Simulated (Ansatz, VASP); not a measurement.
# Cross-check of Sn between VASP and Ansatz

One calculation is typed for both programs; each brings its own data sets. How far apart do they land? The cell is taken from a series of runs on this material, whose earlier steps may have relaxed, scaled, displaced or heated it; both programs get it as it stands.

Calculated with Ansatz 0.2.0; plane waves, with VASP 6.6.1 beside it; relaxation of cell and atoms at PBE and zone-centre phonons at PBE.

**1. Set-up**

It takes space group Fd-3m (No. 227, cubic). Conventional cell: a = 6.654 Å, b = 6.654 Å, c = 6.654 Å, α = 90.00°, β = 90.00°, γ = 90.00°. Nearest to Sn lie 4 Sn at 2.88 Å.

**2. Ansatz: relaxation of cell and atoms, PBE**

Ansatz runs on its default PAW (the set named soft_2) files.

The relaxed volume is the usual yardstick between codes: in a stiff, nearly cubic crystal its relative difference is about their pressure difference at one cell divided by the bulk modulus.

Contents of input.yaml:

```yaml
crystal:
  lattice:
    - [0.0, 3.3270061808, 3.3270061808]
    - [3.3270061808, 0.0, 3.3270061808]
    - [3.3270061808, 3.3270061808, 0.0]
  atoms:
    - { symbol: Sn, position: [0.0, 0.0, 0.0] }
    - { symbol: Sn, position: [0.25, 0.25, 0.25] }
kpoints:
  mp_grid: { grid: [14, 14, 14] }
hamiltonian:
  xc: pbe
scf:
  occupations: { method: gaussian, width: 0.1 }
output:
  forces: true
  stress: true
  eigenvalues: true
relax:
  adjacent_minimum: "off"
  f_tol: 0.005
  max_steps: 80
  cell: { stress_tol: 0.05 }
```

Run with:

```sh
$ ansatz run input.yaml --threads 4 --pin off --max-ram 14336MiB --backend cpu --events-out ev --progress --plain --runs-dir out
```

Numbers of over 12 decimals in the logs are rounded to 6 here.

Log:

```text
Engine: ansatz 0.2.0, aarch64-unknown-linux-gnu
Pseudopotentials: kind: paw
Pseudopotential: Sn, paw, valence charge 14, recommended cutoff 420 eV (normal), Sn.paw.azcp
Functional definition: PBE
  parameter kappa = 0.804
  parameter beta = 0.066725
  exchange = pbe_x(kappa = kappa, mu = beta*pi^2/3)
  correlation = pbe_c(beta = beta)
Crystal: 2 atoms, lattice volume = 73.653 Å³
Basis set: ecut = 420 eV, 1459 PW (Γ), exchange–correlation on 64×64×64 points (8 copies of the dense FFT grid, shifted against one another)
Bands: 18, of which v1, the nominal top of the filled ones, is band 14 counted from 1 (13 counted from 0)
Symmetry: 48 space group operations
Space group: Fd-3m (ITA 227), of the structure as read, at distance tolerance 4.2e-5 Å
k-points: 104 of 2744
Non-local potential: Sn, projectors of the file, l = 0: 2, l = 1: 2, l = 2: 2, l = 3: 2
PAW form: soft (Blöchl's): semilocal exchange-correlation on the pseudo side does not see the compensation charge
PAW one-centre angular grid: Sn, 590 points (default); XC on 64 Gauss nodes
Initial density: superposition of atomic densities (neutral atoms: chi_scale 0, normalization atom), corrected by the library's trained network
Initial wavefunctions: pseudopotential atomic-orbital guess
Functional: x = pbe(κ = 0.804, μ = 0.219515), c = pbe(β = 0.066725)
SCF iter   1: F=—  HF=-12048.426633 eV  |F-HF|=—  |Δ(HF+E_count)|=         —  Δρ=8.46e-4  dr2=1.03e-3  ethr=1.77e-3  ⟨swp⟩=5.9  Hψ=9702  notcnv=0
preconditioner: auto → Kerker (q_TF=auto, 2.322 Å⁻¹)  [metal: Δε(μ)=0.005 eV  Ē_g=19.873 eV  σ=0.100 eV  W_gap=0.03  n_scr=14 (ndim 8)  ℏωp=22.9 eV  f_vac=0.119  D(μ)=0.18/eV (n_scr^D=0)]
SCF iter   2: F=—  HF=-12048.425586 eV  |F-HF|=—  |Δ(HF+E_count)|=   1.05e-3  Δρ=6.37e-4  dr2=8.15e-4  ethr=3.67e-6  ⟨swp⟩=2.0  Hψ=4057  notcnv=0
SCF iter   3: F=—  HF=-12048.425664 eV  |F-HF|=—  |Δ(HF+E_count)|=   7.86e-5  Δρ=3.77e-4  dr2=3.22e-4  ethr=2.91e-6  ⟨swp⟩=2.7  Hψ=3393  notcnv=0
SCF iter   4: F=—  HF=-12048.425805 eV  |F-HF|=—  |Δ(HF+E_count)|=   1.40e-4  Δρ=2.71e-4  dr2=6.02e-5  ethr=1.15e-6  ⟨swp⟩=3.0  Hψ=3335  notcnv=0
SCF iter   5: F=—  HF=-12048.425848 eV  |F-HF|=—  |Δ(HF+E_count)|=   4.31e-5  Δρ=1.44e-4  dr2=1.20e-5  ethr=2.15e-7  ⟨swp⟩=2.0  Hψ=2293  notcnv=0
SCF iter   6: F=—  HF=-12048.425846 eV  |F-HF|=—  |Δ(HF+E_count)|=   1.64e-6  Δρ=1.48e-5  dr2=1.54e-7  ethr=4.28e-8  ⟨swp⟩=2.0  Hψ=3329  notcnv=0
SCF iter   7: F=-12048.425846 eV  HF=-12048.425846 eV  |F-HF|=1.17e-8  |Δ(HF+E_count)|=   1.79e-7  Δρ=2.81e-6  dr2=3.67e-9  ethr=3.57e-10  ⟨swp⟩=6.6  Hψ=8973  notcnv=0
SCF 1 converged in 7 iterations: F = -12048.425846 eV  dr2 = 3.67e-9
  greatest PAW one-centre occupation: 0.990 electrons in one spin orbital (limit 2), on the Sn atom at site 1 (counted from 0), in its partial waves of l = 2
relax step   1: F+E_penalty+E_count = -12048.42584637 eV  Δ(F+E_penalty+E_count) = +0.000e0 eV  max|allowed force component| = 2.313e-18 eV/Å  Δτ_max = 0.0000 Å  P = +0.016 GPa  Ω = 73.653 Å³  (7 SCF iters, dr2 threshold 1.00e-7 eV, accepted)
Initial density: handed on by an earlier stage of this run
Initial wavefunctions: pseudopotential atomic-orbital guess (no wavefunctions were taken with the density)
iter 1 solved again at ethr=3.35e-7 eV; its pass at ethr=3.10e-3 eV (dr2=9.37e-5 eV) is discarded
SCF iter   1: F=—  HF=-12048.425849 eV  |F-HF|=—  |Δ(HF+E_count)|=         —  Δρ=3.55e-6  dr2=5.33e-9  ethr=3.35e-7  ⟨swp⟩=2.8  Hψ=14083  notcnv=0
eigensolver tolerance schedule: the retry pair's looser diagonalisation over-reported the residual by 17590.28 of it (diagonalisation noise at an unbounded share of the residual, at the tolerance the schedule requests for it); recorded, not acted on — ethr = c·dr2/N_el stays at c = 1.0e-1
preconditioner: auto → Kerker (q_TF=auto, 2.322 Å⁻¹)  [metal: Δε(μ)=0.005 eV  Ē_g=19.895 eV  σ=0.100 eV  W_gap=0.03  n_scr=14 (ndim 8)  ℏωp=22.9 eV  f_vac=0.111  D(μ)=0.18/eV (n_scr^D=0)]
SCF iter   2: F=—  HF=-12048.425846 eV  |F-HF|=—  |Δ(HF+E_count)|=   2.93e-6  Δρ=1.33e-6  dr2=1.03e-9  ethr=1.90e-11  ⟨swp⟩=3.7  Hψ=4855  notcnv=0
SCF iter   3: F=—  HF=-12048.425846 eV  |F-HF|=—  |Δ(HF+E_count)|=   4.00e-9  Δρ=9.11e-7  dr2=5.23e-10  ethr=3.67e-12  ⟨swp⟩=2.0  Hψ=2287  notcnv=0
SCF iter   4: F=—  HF=-12048.425846 eV  |F-HF|=—  |Δ(HF+E_count)|=   3.82e-9  Δρ=2.55e-7  dr2=5.62e-11  ethr=1.87e-12  ⟨swp⟩=2.0  Hψ=2294  notcnv=0
SCF iter   5: F=-12048.425846 eV  HF=-12048.425846 eV  |F-HF|=1.46e-11  |Δ(HF+E_count)|=  3.57e-10  Δρ=4.66e-8  dr2=3.46e-12  ethr=1.00e-12  ⟨swp⟩=7.4  Hψ=8955  notcnv=0
SCF 2 converged in 5 iterations: F = -12048.425846 eV  dr2 = 3.46e-12
relax step   2: F+E_penalty+E_count = -12048.42584638 eV  Δ(F+E_penalty+E_count) = -3.460e-9 eV  max|allowed force component| = 2.313e-18 eV/Å  Δτ_max = 0.0000 Å  P = +0.016 GPa  Ω = 73.653 Å³  stress off target by 1.56e-2 GPa  SCF on the basis re-selected at this cell (its energy is not comparable with the rows above)  (5 SCF iters)
basis re-selected at this cell: Δ(F+E_penalty+E_count) = -3.460e-9 eV, ΔP = +0.000 GPa vs the last step (what re-selecting the basis moved, of the pressure what is left beyond the Pulay correction that the steps carried, after the strain that the cell walked since its last selection, with what the two solves' SCF thresholds leave and, on support functions, any second-order correction that the steps lacked; it is no m [...]
SCF converged after 5 iterations
Free energy (F): -12048.425846 eV
Harris-Foulkes:  -12048.425846 eV  (|F-HF|=1.46e-11)
Internal energy: -12048.424940 eV  (E = F + TS)
E sigma→0 (E₀):  -12048.425393 eV
Entropy (-TS):   -0.000906 eV (-0.453 meV/atom)
Fermi energy:    6.901755 eV
--- Per-component energies (eV) ---
  E_band       = -270.041894
  E_kinetic    = 373.010298
  E_local      = -2393.563389  (includes V_loc(G=0)·N_el)
  E_nonlocal   = -64.169726
  E_hartree    = 1359.859595
  E_xc         = -763.489583
  E_vxc        = -190.162038  (∫ρ·V_xc dr)
  E_paw        = -8275.236509  (= ΣΔE_a)
  E_vpaw       = -714.876298  (= ΣTr[D̂ρ^β])
  E_aug_tail   = -0.000001  (compensation charges beyond the density's cutoff)
  E_ewald      = -2284.835625
  E_smearing   = -0.000906  (= −TS)
  E_closure    = -0.000000  (closes the sum)
  Σ components = -12048.425846   (vs F -12048.425846, Δ=0.00e0)
--- Forces (eV/Å), atoms counted from 1 ---
  atom   1  Sn     0.00000000    -0.00000000    -0.00000000
  atom   2  Sn     0.00000000    -0.00000000     0.00000000
  max |Σ_I F_I| component: 4.63e-17 eV/Å
--- Stress (GPa, compression-positive) ---
        0.015596       0.000000       0.000000
        0.000000       0.015596      -0.000000
       -0.000000       0.000000       0.015596
  P = ⅓ Tr σ = 0.0156 GPa (0.156 kbar)
--- Band table (eV; the first three rows and the last of 104) ---
  k-point 0: bands = [... 10 lower, -3.2122, 5.7672, 6.9974, 6.9974, 6.9974, 9.0589, 9.0589, 9.0589]
  k-point 1: bands = [... 10 lower, -3.1664, 5.2582, 6.9033, 6.9033, 7.2233, 9.1818, 9.1818, 9.2330]
  k-point 2: bands = [... 10 lower, -3.0306, 4.3449, 6.6842, 6.6842, 7.3207, 9.4695, 9.4695, 9.8062]
  k-point 103: bands = [... 10 lower, -0.3158, -0.3158, 4.1934, 4.1934, 9.8064, 9.8064, 11.2604, 11.2604]
--- Relaxed structure (1 steps of the walk, 1 accepted, 1 SCFs on fresh bases) ---
  F+E_penalty+E_count = -12048.42584638 eV   max|allowed force component| = 2.313e-18 eV/Å   (the final SCF, on the basis selected at the relaxed cell)
  cell:  # Å, volume = 73.6531 Å³
    - [0.0, 3.3270061808, 3.3270061808]
    - [3.3270061808, 0.0, 3.3270061808]
    - [3.3270061808, 3.3270061808, 0.0]
  atoms:
    - { symbol: Sn, position: [0.0, 0.0, 0.0] }
    - { symbol: Sn, position: [0.25, 0.25, 0.25] }
```

In the SCF lines HF is the Harris–Foulkes energy and dr2 the Hartree energy of the density residual, in eV; the loop may stop once dr2 is under the threshold and the program's other checks hold. Hψ counts applications of the Hamiltonian.

**3. VASP: relaxation of cell and atoms, PBE**

The same cell, functional, mesh and smearing now go to VASP, with its own data sets.

Lines of VASP's logs that name or quote its potential files are left out, and so is its time.

Contents of INCAR:

```
SYSTEM = Sn
PREC = Accurate
ENCUT = 500
EDIFF = 1E-07
NELM = 120
ISMEAR = 0
SIGMA = 0.1
LREAL = .FALSE.
ALGO = Normal
GGA = PE
NBANDS = 20
LORBIT = 11
LWAVE = .FALSE.
LCHARG = .FALSE.
ISIF = 3
IBRION = 2
NSW = 80
EDIFFG = -0.005
LASPH = .TRUE.
GGA_COMPAT = .FALSE.
NELMIN = 4
KPAR = 2
```

Contents of POSCAR:

```
Sn
1.0
    0.0000000000      3.3270060000      3.3270060000
    3.3270060000      0.0000000000      3.3270060000
    3.3270060000      3.3270060000      0.0000000000
Sn
2
Direct
    0.0000000000      0.0000000000      0.0000000000
    0.2500000000      0.2500000000      0.2500000000
```

Contents of KPOINTS:

```
Automatic mesh
0
Gamma
14 14 14
0 0 0
```

The projector-augmented-wave data sets are Sn_d (PBE family, release 64).

Run with:

```sh
$ mpirun -np 2 vasp_std
```

Log:

```text
[banner, memory and clock lines left out]
running    2 mpi-ranks, on    1 nodes
 distrk:  each k-point on    1 cores,    2 groups
 distr:  one band on    1 cores,    1 groups

 POSCAR found type information on POSCAR Sn
 POSCAR found :  1 types and       2 ions
 LDA part: xc-table for (Slater+PW92), standard interpolation
 POSCAR, INCAR and KPOINTS ok, starting setup
 FFT: planning ... GRIDC
 FFT: planning ... GRID_SOFT
 FFT: planning ... GRID
 WAVECAR not read
 entering main loop
       N       E                     dE             d eps       ncg     rms          rms(c)
DAV:   1     0.218216831836E+03    0.21822E+03   -0.14396E+04  4188   0.190E+03
DAV:   2     0.150625006398E+02   -0.20315E+03   -0.19958E+03  4172   0.435E+02
DAV:   3    -0.696684091503E+01   -0.22029E+02   -0.21845E+02  4744   0.140E+02
DAV:   4    -0.770630544237E+01   -0.73946E+00   -0.73895E+00  4752   0.286E+01
DAV:   5    -0.773711153719E+01   -0.30806E-01   -0.30805E-01  5848   0.542E+00    0.289E+00
DAV:   6    -0.770617654261E+01    0.30935E-01   -0.28438E-02  5540   0.214E+00    0.168E+00
DAV:   7    -0.769157861419E+01    0.14598E-01   -0.38695E-02  4476   0.215E+00    0.156E-01
DAV:   8    -0.769325649412E+01   -0.16779E-02   -0.50641E-03  4576   0.816E-01    0.529E-02
DAV:   9    -0.769368990963E+01   -0.43342E-03   -0.50168E-04  4512   0.131E-01    0.133E-02
DAV:  10    -0.769372113934E+01   -0.31230E-04   -0.51263E-05  5268   0.571E-02    0.640E-03
DAV:  11    -0.769372620692E+01   -0.50676E-05   -0.85716E-06  4424   0.166E-02    0.203E-03
DAV:  12    -0.769372624799E+01   -0.41071E-07   -0.38097E-07  3968   0.797E-03
   1 F= -.76937262E+01 E0= -.76932736E+01  d E =-.769373E+01
 curvature:   0.00 expect dE= 0.000E+00 dE for cont linesearch  0.000E+00
 trial: gam= 0.00000 g(F)=  0.939E-48 g(S)=  0.108E-04 ort = 0.000E+00 (trialstep = 0.100E+01)
 search vector abs. value=  0.108E-04
 bond charge predicted
       N       E                     dE             d eps       ncg     rms          rms(c)
DAV:   1    -0.769396789096E+01   -0.24168E-03   -0.50370E-03  4848   0.113E+00    0.820E-02
DAV:   2    -0.769377304322E+01    0.19485E-03   -0.32343E-04  5268   0.288E-01    0.369E-02
DAV:   3    -0.769372966913E+01    0.43374E-04   -0.13150E-04  5584   0.174E-01    0.514E-03
DAV:   4    -0.769373030245E+01   -0.63333E-06   -0.55151E-06  4672   0.284E-02    0.151E-03
DAV:   5    -0.769373077497E+01   -0.47252E-06   -0.27476E-07  4312   0.541E-03    0.679E-04
DAV:   6    -0.769373099824E+01   -0.22327E-06   -0.73858E-08  2484   0.419E-03    0.428E-04
DAV:   7    -0.769373106875E+01   -0.70508E-07   -0.12996E-08  2320   0.160E-03
   2 F= -.76937311E+01 E0= -.76932782E+01  d E =-.482075E-05
 trial-energy change:   -0.000005  1 .order   -0.000004   -0.000011    0.000003
 step:   0.8493(harm=  0.8074)  dis= 0.00000  next Energy=    -7.693731 (dE=-0.501E-05)
 reached required accuracy - stopping structural energy minimisation
```

Parts of OUTCAR (step 3):

```text
ion  position               nearest neighbor table
   1  0.000  0.000  0.000-   2 2.88   2 2.88   2 2.88   2 2.88
   2  0.250  0.250  0.250-   1 2.88   1 2.88   1 2.88   1 2.88

  LATTYP: Found a face centered cubic cell.
 ALAT       =     6.6540120000

 Subroutine GETGRP returns: Found 48 space group operations
 (whereof 24 operations were pure point group operations)

The static configuration has the point symmetry T_d .
 The point group associated with its full space group is O_h .

 Found    104 irreducible k-points:

   k-points           NKPTS =    104   k-points in BZ     NKDIM =    104   number of bands    NBANDS=     20

   dimension x,y,z NGX =    36 NGY =   36 NGZ =   36
   dimension x,y,z NGXF=    72 NGYF=   72 NGZF=   72

   ENCUT  =  500.0 eV  36.75 Ry    6.06 a.u.   8.58  8.58  8.58*2*pi/ulx,y,z

   NELECT =      28.0000    total number of electrons

 k-points in reciprocal lattice and weights: Automatic mesh
   0.00000000  0.00000000  0.00000000       0.000
   0.07142857  0.00000000  0.00000000       0.003
   0.14285714  0.00000000  0.00000000       0.003
   0.21428571  0.00000000  0.00000000       0.003
   0.28571429  0.00000000  0.00000000       0.003
   0.35714286  0.00000000  0.00000000       0.003
   0.42857143  0.00000000  0.00000000       0.003
   0.50000000  0.00000000  0.00000000       0.001
   0.07142857  0.07142857  0.00000000       0.002
[...]
-0.28571429  0.42857143  0.21428571       0.009
  -0.28571429  0.50000000  0.21428571       0.004

 average (electrostatic) potential at core
       1-102.1347       2-102.1347

 E-fermi :   4.8768

 k-point     1 :       0.0000    0.0000    0.0000
  band No.  band energies     occupation
    ...
      8     -16.3651      2.00000
      9     -16.3631      2.00000
     10     -16.3631      2.00000
     11      -5.2430      2.00000
     12       3.7448      2.00000
     13       4.9726      0.17527
     14       4.9726      0.17527
     15       4.9726      0.17527
     16       7.0339      0.00000
     17       7.0339      0.00000
    ...

 k-point     2 :       0.0714    0.0000    0.0000
  band No.  band energies     occupation
    ...
     10     -16.3524      2.00000
     11      -5.1972      2.00000
     12       3.2347      2.00000
     13       4.8784      0.98188
     14       4.8784      0.98188
     15       5.1990      0.00001
     16       7.1569      0.00000
     17       7.1569      0.00000
     18       7.2083      0.00000
     19      10.1045      0.00000
    ...

 k-point     3 :       0.1429    0.0000    0.0000
  band No.  band energies     occupation
    ...
     10     -16.3423      2.00000
     11      -5.0613      2.00000
     12       2.3202      2.00000
     13       4.6590      1.99793
     14       4.6590      1.99793
     15       5.2962      0.00000
     16       7.4448      0.00000
     17       7.4448      0.00000
     18       7.7823      0.00000
     19      10.7097      0.00000
    ...

  Total        0.0029080      0.0029080      0.0029080      0.0000000      0.0000000     -0.0000000
  in kB        0.0633133      0.0633133      0.0633133      0.0000000      0.0000000     -0.0000000
  external PRESSURE =       0.0633133 kB  Pullay stress =       0.0000000 kB

  energy-cutoff  :      500.00
  volume of cell :       73.59
      direct lattice vectors                 reciprocal lattice vectors
     0.000000000  3.326027653  3.326027653    -0.150329478  0.150329478  0.150329478
     3.326027653  0.000000000  3.326027653     0.150329478 -0.150329478  0.150329478
     3.326027653  3.326027653  0.000000000     0.150329478  0.150329478 -0.150329478

 POSITION                                       TOTAL-FORCE (eV/Angst)
 -----------------------------------------------------------------------------------
      6.65206      3.32603      3.32603         0.000000      0.000000      0.000000
      1.66301      1.66301      1.66301        -0.000000     -0.000000     -0.000000
 -----------------------------------------------------------------------------------
    total drift:                                0.000000      0.000000      0.000000

  FREE ENERGIE OF THE ION-ELECTRON SYSTEM (eV)
  ---------------------------------------------------
  free  energy   TOTEN  =        -7.6937310687 eV

  energy  without entropy=       -7.6928254279  energy(sigma->0) =       -7.69327825

 reached required accuracy - stopping structural energy minimisation

 total charge
# of ion       s       p       d       tot
------------------------------------------
    1        1.176   1.143   9.960  12.279
    2        1.176   1.143   9.960  12.279
--------------------------------------------------
tot          2.352   2.286  19.921  24.559

[... 3 further parts left out ...]
```

CONTCAR:

```
Sn
   1.00000000000000
     0.0000000000000000    3.3260276530990982    3.3260276530990982
     3.3260276530990982    0.0000000000000000    3.3260276530990982
     3.3260276530990982    3.3260276530990982    0.0000000000000000
  Sn
     2
Direct
     0.0000000000000000    1.0000000000000000    1.0000000000000000
     0.2500000000000000    0.2500000000000000    0.2500000000000000
```

The run keeps the 48 symmetry operations of its start, so it cannot find a distortion of lower symmetry.

(Continued in part 2 of 2.)

[Lines on the potential files, build, host, timing and source positions are cut from VASP's logs without a mark.]

[Logs are printed without paths, hosts, clocks, repeated set-up lines and the standing remarks that a program may print on its own settings, such as how far it seeks lower states.]

[Hosts, paths, dates, database ids (printed as entryN), source tags and the programs' standing remarks are cut or masked in the printed files.]
